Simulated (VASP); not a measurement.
Here is the system:

```
Tl
1.0
    1.78119    -3.08512     0.00000
    1.78119     3.08512     0.00000
    0.00000     0.00000     5.59494
Tl
2
Direct
  0.33333   0.66667   0.25000
  0.66667   0.33333   0.75000
```

Level of theory: optB88-vdW, VASP's PBE PAW potentials (set 64) (plane waves; VASP 6.6.1). Numerical set-up: 520 eV cut-off, Gaussian smearing of 0.050 eV, potentials Tl_d.

Question: Give the energies of bands 11 to 16 at the high-symmetry points, in eV from the Fermi level.

Answer: 
| band | Γ | M | K | A | L | H |
|---|---|---|---|---|---|---|
| 11 | -9.65 | -5.92 | -4.85 | -8.30 | -4.97 | -4.43 |
| 12 | -5.14 | -4.78 | -4.85 | -8.30 | -4.97 | -4.43 |
| 13 | -2.49 | -0.77 | -1.19 | 3.27 | -2.05 | -0.84 |
| 14 | 7.13 | 0.58 | 1.64 | 3.27 | -2.05 | -0.84 |
| 15 | 7.13 | 1.30 | 1.64 | 8.06 | 5.07 | 0.26 |
| 16 | 9.10 | 3.49 | 2.71 | 8.06 | 5.07 | 0.26 |

It has no gap at this level: it comes out as a metal or semimetal.

The compound is Tl in the hcp structure. It was relaxed first, which changed the volume by +7 %.
